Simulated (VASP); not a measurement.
The system is F2, in a box.

```xyz
2
Lattice="11.8512 0.0000 0.0000 0.0000 12.3512 0.0000 0.0000 0.0000 12.8512" Properties=species:S:1:pos:R:3 pbc="T T T"
F     6.0776    6.9012    6.3128
F     5.7693    5.5309    6.5416
```

Base run:

```yaml
Program: VASP 6.6.1
Functional: rev-vdW-DF2
Potentials_or_basis: VASP PAW PBE potentials, release 64 (F)
Cutoff: 400 eV
k_mesh: 1 × 1 × 1
Occupations: gaussian, width 0.01 eV
Spin: no spin polarisation
```

Its results: gap between the frontier levels 3.43 eV; largest force 0.038 eV/Å.

Q: The run is repeated on the same cell with these changes: functional from rev-vdW-DF2 to RPBE. What comes out?

A: Gap between the frontier levels 3.51 eV; largest force 0.324 eV/Å.

Caveats: the PAW data sets were made with another functional, which shifts forces and pressure a little.

A k mesh can miss the band edges.

Not every run made on this cell is shown here.
